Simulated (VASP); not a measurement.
# HRu20N in VASP: notebook, part 3 of 4

VASP 6.6.1. Earlier steps stand in the parts before.

### 4 Relaxation of the atoms, PBE

File INCAR:

```
ALGO     = Normal         # electronic algorithm
DIPOL    = 0.5 0.5 0.524
EDIFF    = 1E-6           # SCF threshold, eV
EDIFFG   = -0.01          # ionic threshold
ENCUT    = 520            # plane-wave cutoff, eV
GGA      = PE             # functional
IBRION   = 2              # ionic algorithm
IDIPOL   = 3            
ISIF     = 2              # what is computed and relaxed
ISMEAR   = 1              # smearing method
LASPH    = T              # aspherical terms in the spheres
LCHARG   = F              # write CHGCAR
LDIPOL   = T            
LREAL    = F              # projectors in reciprocal space
LWAVE    = F              # write WAVECAR
NELM     = 60             # most SCF steps
NSW      = 60             # ionic steps
PREC     = Accurate       # precision mode
SIGMA    = 0.15           # smearing width, eV
```

File KPOINTS:

```
k-points
0
Gamma
  6 6 1
```

File POSCAR:

```
HRu20N
1.0
    5.4120000000      0.0000000000      0.0000000000
    2.7060000000      4.6869294900      0.0000000000
    0.0000000000      0.0000000000     22.5640000000
Ru N H
20 1 1
Direct
    0.0000000000      0.0000000000      0.3102286800
    0.5000000000      0.0000000000      0.3102286800
    0.0000000000      0.5000000000      0.3102286800
    0.5000000000      0.5000000000      0.3102286800
    0.8333333300      0.3333333300      0.4051143400
    0.3333333300      0.3333333300      0.4051143400
    0.8333333300      0.8333333300      0.4051143400
    0.3333333300      0.8333333300      0.4051143400
    0.0000000000      0.0000000000      0.5000000000
    0.5000000000      0.0000000000      0.5000000000
    0.0000000000      0.5000000000      0.5000000000
    0.5000000000      0.5000000000      0.5000000000
    0.8333333300      0.3333333300      0.5948856600
    0.3333333300      0.3333333300      0.5948856600
    0.8333333300      0.8333333300      0.5948856600
    0.3333333300      0.8333333300      0.5948856600
    0.0000000000      0.0000000000      0.6897713200
    0.5000000000      0.0000000000      0.6897713200
    0.0000000000      0.5000000000      0.6897713200
    0.5000000000      0.5000000000      0.6897713200
    0.8333333300      0.3333333300      0.7385215400
    0.8333333300      0.3333333300      0.7841694700
```

Potentials or basis: VASP PAW PBE potentials, release 64 (Ru_pv, N, H).

The run is started by

```bash
$ cat potpaw_PBE.64/Ru_pv/POTCAR potpaw_PBE.64/N/POTCAR potpaw_PBE.64/H/POTCAR > POTCAR
$ mpirun -np 8 vasp_std > vasp.out
```

OUTCAR:

```text
EDIFF = 1E-6
   EDIFFG = -0.01
   ENCUT = 520
   GGA = PE
   IBRION = 2
   ISIF = 2
   ISMEAR = 1
   LASPH = T
   LREAL = F
   NELM = 60
   NSW = 60
   PREC = Accurate

 ion  position               nearest neighbor table
   1  0.000  0.000  0.310-   8 2.65   5 2.65   7 2.65   2 2.71   2 2.71   3 2.71   4 2.71   3 2.71
                             4 2.71
   2  0.500  0.000  0.310-   7 2.65   6 2.65   8 2.65   1 2.71   1 2.71   3 2.71   4 2.71   4 2.71
                             3 2.71
   3  0.000  0.500  0.310-   6 2.65   7 2.65   5 2.65   4 2.71   4 2.71   1 2.71   2 2.71   2 2.71
                             1 2.71
   4  0.500  0.500  0.310-   5 2.65   8 2.65   6 2.65   3 2.71   3 2.71   1 2.71   2 2.71   1 2.71
                             2 2.71
   5  0.833  0.333  0.405-   4 2.65  12 2.65   1 2.65   9 2.65   3 2.65  11 2.65   6 2.71   6 2.71
                             7 2.71   8 2.71   7 2.71   8 2.71
   6  0.333  0.333  0.405-   3 2.65  11 2.65   2 2.65  10 2.65   4 2.65  12 2.65   5 2.71   5 2.71
                             7 2.71   8 2.71   8 2.71   7 2.71
   7  0.833  0.833  0.405-   2 2.65  10 2.65   3 2.65  11 2.65   1 2.65   9 2.65   8 2.71   8 2.71
                             5 2.71   6 2.71   6 2.71   5 2.71
   8  0.333  0.833  0.405-   1 2.65   9 2.65   4 2.65  12 2.65   2 2.65  10 2.65   7 2.71   7 2.71
                             5 2.71   6 2.71   5 2.71   6 2.71
   9  0.000  0.000  0.500-   8 2.65  16 2.65  13 2.65   5 2.65  15 2.65   7 2.65  10 2.71  10 2.71
[... 8 lines left out ...]
                            15 2.71  16 2.71  15 2.71  16 2.71
  14  0.333  0.333  0.595-  19 2.65  11 2.65  18 2.65  10 2.65  20 2.65  12 2.65  13 2.71  13 2.71
                            15 2.71  16 2.71  16 2.71  15 2.71
  15  0.833  0.833  0.595-  18 2.65  10 2.65  19 2.65  11 2.65  17 2.65   9 2.65  16 2.71  16 2.71
                            13 2.71  14 2.71  14 2.71  13 2.71
  16  0.333  0.833  0.595-  17 2.65   9 2.65  20 2.65  12 2.65  18 2.65  10 2.65  15 2.71  15 2.71
                            13 2.71  14 2.71  13 2.71  14 2.71
  17  0.000  0.000  0.690-  21 1.91  16 2.65  13 2.65  15 2.65  18 2.71  18 2.71  19 2.71  20 2.71
                            19 2.71  20 2.71
  18  0.500  0.000  0.690-  15 2.65  14 2.65  16 2.65  17 2.71  17 2.71  19 2.71  20 2.71  20 2.71
                            19 2.71
  19  0.000  0.500  0.690-  21 1.91  14 2.65  15 2.65  13 2.65  20 2.71  20 2.71  17 2.71  18 2.71
                            18 2.71  17 2.71
  20  0.500  0.500  0.690-  21 1.91  13 2.65  16 2.65  14 2.65  19 2.71  19 2.71  17 2.71  18 2.71
                            17 2.71  18 2.71
  21  0.833  0.333  0.739-  22 1.03  20 1.91  17 1.91  19 1.91
[... 266 lines left out ...]
 dipolmoment           0.000000      0.000000      0.157175 electrons x Angstroem

--------------------------------------- Ionic step        2  -------------------------------------------

 number of electron     285.9999966 magnetization

------------------------ aborting loop because EDIFF is reached ----------------------------------------
[... 101 lines left out ...]
  FREE ENERGIE OF THE ION-ELECTRON SYSTEM (eV)
  ---------------------------------------------------
  free  energy   TOTEN  =      -189.3366334026 eV

  energy  without entropy=     -189.3345157828  energy(sigma->0) =     -189.33592753

[... ionic steps 4 to 23 ...]

--------------------------------------- Ionic step       24  -------------------------------------------

 number of electron     285.9999994 magnetization

------------------------ aborting loop because EDIFF is reached ----------------------------------------
[... 107 lines left out ...]
--------------------------------------- Ionic step       26  -------------------------------------------

 number of electron     285.9999993 magnetization

 dipolmoment           0.000000      0.000000     -0.175225 electrons x Angstroem

 Free energy of the ion-electron system (eV)
  ---------------------------------------------------
  ext. energy  EPLUGINS =         0.00000000
  ---------------------------------------------------
  free energy    TOTEN  =      -189.59391317 eV

  energy without entropy =     -189.59568078  energy(sigma->0) =     -189.59450237

 E-fermi :   4.0175     XC(G=0):  -7.7639

 val. band max:        3.9968194953   @ k =   0.3333   0.1667   0.0000
 cond. band min:       4.0199201605   @ k =  -0.3333   0.3333   0.0000
 fundamental gap:      0.0231006652
 Fermi energy:         4.0175437718

 k-point     1 :       0.0000    0.0000    0.0000
  band No.  band energies     occupation
      1     -39.7946      2.00000
      2     -39.6779      2.00000
      3     -39.6677      2.00000
      4     -39.6677      2.00000
      5     -39.6319      2.00000
      6     -39.5965      2.00000
[... 1095 lines left out ...]
    154       4.7374     -0.00000
    155       4.7437     -0.00000
 [bands above 155 left out]

------------------------ aborting loop because EDIFF is reached ----------------------------------------

 vacuum level on the upper side and lower side of the slab       (xc-potential included)        -0.765         0.424

  FORCE on cell =-STRESS in cart. coord.  units (eV):
  Direction    XX          YY          ZZ          XY          YZ          ZX
  --------------------------------------------------------------------------------------
  -------------------------------------------------------------------------------------
  Total       -3.6512928     -3.6512928     -0.3158539      0.0000000      0.0000000     -0.0000000
  in kB      -10.2210367    -10.2210367     -0.8841674      0.0000000      0.0000000     -0.0000000
  external PRESSURE =      -7.1087469 kB  Pullay stress =       0.0000000 kB
[... 37 lines left out ...]
  FREE ENERGIE OF THE ION-ELECTRON SYSTEM (eV)
  ---------------------------------------------------
  free  energy   TOTEN  =      -189.5939131664 eV

  energy  without entropy=     -189.5956807751  energy(sigma->0) =     -189.59450237

 reached required accuracy - stopping structural energy minimisation

 vacuum level on the upper side and lower side of the slab         7.634         8.853
```

OSZICAR:

```text
N       E                     dE             d eps       ncg     rms          rms(c)
DAV:   1     0.342742233829E+04    0.34274E+04   -0.17745E+05  2872   0.162E+03
DAV:   2    -0.708902626806E+02   -0.34983E+04   -0.33720E+04  2640   0.503E+02
DAV:   3    -0.199744629107E+03   -0.12885E+03   -0.12133E+03  2992   0.943E+01
[... 352 lines left out ...]
DAV:   1    -0.189593906551E+03    0.56871E-05   -0.82749E-04  2696   0.175E-01    0.634E-03
DAV:   2    -0.189593915325E+03   -0.87731E-05   -0.71158E-05  2576   0.329E-02    0.127E-02
DAV:   3    -0.189593917368E+03   -0.20439E-05   -0.23606E-05  1904   0.251E-02    0.163E-02
DAV:   4    -0.189593913645E+03    0.37240E-05   -0.11961E-05  1720   0.194E-02    0.661E-03
DAV:   5    -0.189593913166E+03    0.47806E-06   -0.73808E-07  1416   0.693E-03
  26 F= -.18959391E+03 E0= -.18959450E+03  d E =-.885266E-05
```

CONTCAR:

```text
HRu20N
   1.00000000000000
     5.4119999999999999    0.0000000000000000    0.0000000000000000
     2.7060000000000000    4.6869294899999998    0.0000000000000000
     0.0000000000000000    0.0000000000000000   22.5640000000000001
  Ru              N               H
    20     1     1
Direct
     0.9971891054918803    0.0056217890162388    0.3111272424085871
     0.5000000000000000    0.0000000000000000    0.3104049902312235
     0.9971891054918803    0.4971891054918806    0.3111272424085871
     0.5056217890162388    0.4971891054918806    0.3111272424085871
     0.8333333300000021    0.3333333300000021    0.4017494157575677
     0.3324315985363833    0.3351367929272399    0.4036665724968100
[... 14 lines left out ...]
     0.8333333300000021    0.3333333300000021    0.7424287352103259
     0.8333333300000021    0.3333333300000021    0.7877696073515640

  0.00000000E+00  0.00000000E+00  0.00000000E+00
  0.00000000E+00  0.00000000E+00  0.00000000E+00
  0.00000000E+00  0.00000000E+00  0.00000000E+00
  0.00000000E+00  0.00000000E+00  0.00000000E+00
  0.00000000E+00  0.00000000E+00  0.00000000E+00
  0.00000000E+00  0.00000000E+00  0.00000000E+00
[... 14 lines left out ...]
  0.00000000E+00  0.00000000E+00  0.00000000E+00
  0.00000000E+00  0.00000000E+00  0.00000000E+00
```

It took 39 min on 8 MPI ranks of Intel Xeon 6975P-C (Granite Rapids), shared host; peak memory 0.28 GiB.

Results:

| Quantity | Value |
| --- | --- |
| Free energy | -189.5939 eV |
| Energy gained by relaxing | 27.4 meV/atom |
| Ionic steps | 26 |
| Largest force after relaxing | 0.009 eV/Å |
| Band gap on the k mesh | none (metal or under the smearing width) |

Forces in eV/Å, atoms in the order of the input:
```
Ru   0.000 -0.001 -0.002
Ru   0.000  0.000  0.006
Ru   0.001  0.000 -0.002
Ru  -0.001  0.000 -0.002
Ru   0.000  0.000 -0.002
Ru   0.000 -0.003 -0.001
Ru  -0.003  0.002 -0.001
Ru   0.003  0.002 -0.001
Ru   0.000  0.000  0.000
Ru   0.000  0.000  0.000
Ru   0.000  0.000  0.000
Ru   0.000  0.000  0.000
Ru   0.000  0.000  0.000
Ru   0.000  0.001  0.001
Ru   0.001 -0.001  0.001
Ru  -0.001 -0.001  0.001
Ru   0.000 -0.001  0.002
Ru   0.000  0.000 -0.001
Ru   0.000  0.000  0.002
Ru   0.000  0.000  0.002
N    0.000  0.000  0.003
H    0.000  0.000 -0.009
```

The path:
| step | energy change (eV) | largest force (eV/Å) | pressure (GPa) |
| --- | --- | --- | --- |
| 1 | 0.0000 | 3.3577 | -0.31 |
| 2 | 0.4539 | 13.6567 | 0.34 |
| 3 | -0.3460 | 3.0774 | -0.45 |
| 4 | -0.2939 | 2.7373 | 0.13 |
| 5 | -0.5349 | 0.6050 | -0.37 |
| 6 | -0.5825 | 0.2923 | -0.27 |
| 7 | -0.5899 | 0.1637 | -0.19 |
| 8 | -0.5971 | 0.3231 | -0.34 |
| 9 | -0.5972 | 0.3793 | -0.36 |
| 10 | -0.5973 | 0.5170 | -0.46 |
| 11 | -0.5993 | 0.1852 | -0.41 |
| 12 | -0.6011 | 0.0991 | -0.46 |
| 13 | -0.6018 | 0.0787 | -0.55 |
| 14 | -0.6019 | 0.0596 | -0.52 |
| 15 | -0.6026 | 0.0437 | -0.56 |
| 16 | -0.6027 | 0.0742 | -0.59 |
| 17 | -0.6029 | 0.1419 | -0.66 |
| 18 | -0.6029 | 0.0859 | -0.63 |
| 19 | -0.6032 | 0.0316 | -0.69 |
| 20 | -0.6032 | 0.0208 | -0.68 |
| 21 | -0.6032 | 0.0193 | -0.70 |
| 22 | -0.6032 | 0.0239 | -0.70 |
| 23 | -0.6032 | 0.0176 | -0.71 |
| 24 | -0.6032 | 0.0174 | -0.71 |
| 25 | -0.6033 | 0.0133 | -0.71 |
| 26 | -0.6033 | 0.0089 | -0.71 |

Final structure:
```
Ru N H
1.0
     5.41200    0.00000    0.00000
     2.70600    4.68693    0.00000
     0.00000    0.00000   22.56400
Ru N H
20 1 1
Cartesian
  5.4120 0.0263 7.0203
  2.7060 0.0000 7.0040
  6.7422 2.3303 7.0203
  4.0818 2.3303 7.0203
  5.4120 1.5623 9.0651
  2.7060 1.5708 9.1083
  6.7723 3.9015 9.1083
  4.0517 3.9015 9.1083
  5.4120 0.0044 11.2699
  2.7060 0.0000 11.2150
  6.7612 2.3412 11.2699
  4.0628 2.3412 11.2699
  5.4120 1.5623 13.3997
  2.7060 1.5800 13.4525
  6.7803 3.8969 13.4525
  4.0437 3.8969 13.4525
  2.7060 4.5976 15.5869
  2.7060 0.0000 15.4730
  1.4304 2.3881 15.5869
  3.9816 2.3881 15.5869
  5.4120 1.5623 16.7522
  5.4120 1.5623 17.7752
```

Levels at points of the mesh, in eV from the Fermi level:
```csv
k point,band 139,band 140,band 141,band 142,band 143,band 144,band 145,band 146,band 147,band 148
"(0.00, 0.00, 0.00)",0.52,0.56,0.56,0.61,0.61,0.75,0.95,0.95,1.04,1.11
"(0.50, 0.00, 0.00)",-0.74,-0.74,-0.58,-0.45,-0.42,-0.32,-0.28,-0.24,-0.07,-0.05
```

(Part 3 of 4 ends here.)
